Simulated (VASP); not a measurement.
An input for Ansatz (written as the equivalent of a VASP run, and not itself run):

Ansatz 0.2 input:
```yaml
crystal:
  lattice:
    - [2.3950000, -3.6350000, 0.0000000]
    - [2.3950000, 3.6350000, 0.0000000]
    - [0.0000000, 0.0000000, 9.7900000]
  atoms:
    - { symbol: I, position: [0.8385780, 0.8377220, 0.8742330] }
    - { symbol: I, position: [0.6570270, 0.6563330, 0.3869610] }
    - { symbol: I, position: [0.3510170, 0.3481920, 0.6078070] }
    - { symbol: I, position: [0.1533800, 0.1577520, 0.1309990] }
kpoints:
  mp_grid: { grid: [6, 6, 3] }
hamiltonian:
  xc: pbe
  pseudopotentials: { kind: paw }
scf:
  occupations: { method: fermi_dirac, width: 0.02 }
  max_iter: 100
relax:
  max_steps: 50
  f_tol: 0.03
output: { forces: true, stress: true, eigenvalues: true }
```

**Question.** Write the VASP files for the same calculation (PBE).

**Answer.** Several could match; the one computed here: 
KPOINTS:
```
Automatic mesh
0
Gamma
6 6 3
0 0 0
```

POSCAR:
```
I
1
    2.3950000000    -3.6350000000     0.0000000000
    2.3950000000     3.6350000000     0.0000000000
    0.0000000000     0.0000000000     9.7900000000
I
4
Direct
  0.8385780000   0.8377220000   0.8742330000
  0.6570270000   0.6563330000   0.3869610000
  0.3510170000   0.3481920000   0.6078070000
  0.1533800000   0.1577520000   0.1309990000
```

**INCAR**
```
ALGO = Normal
EDIFF = 1E-03
EDIFFG = -0.03
ENCUT = 300
GGA = PE
IBRION = 2
ISIF = 2
ISMEAR = -1
LASPH = .TRUE.
LCHARG = .FALSE.
LMAXMIX = 4
LREAL = .FALSE.
LWAVE = .FALSE.
NELM = 100
NSW = 50
PREC = Accurate
SIGMA = 0.02
SYSTEM = I
```

POTCAR, in this order: I (PBE.64 set). Program: vasp_std.

Limits of the translation: each code has its own PAW files, so the cut-off isn't converted (ENCUT is set for VASP's; basis.ecutwfc is left out, and Ansatz then takes the one that its files recommend); Ansatz stops its SCF on the density residual and VASP on the energy change (EDIFF).

The structure is a typed I crystal. In the starting cell atoms are displaced from their ideal sites. This run relaxes the ions in a fixed cell. The run is one of a series of settings (EDIFF = 1E-03, EDIFFG = -0.03, IBRION = 2, NSW = 50 against the base run), some of them coarse on purpose.
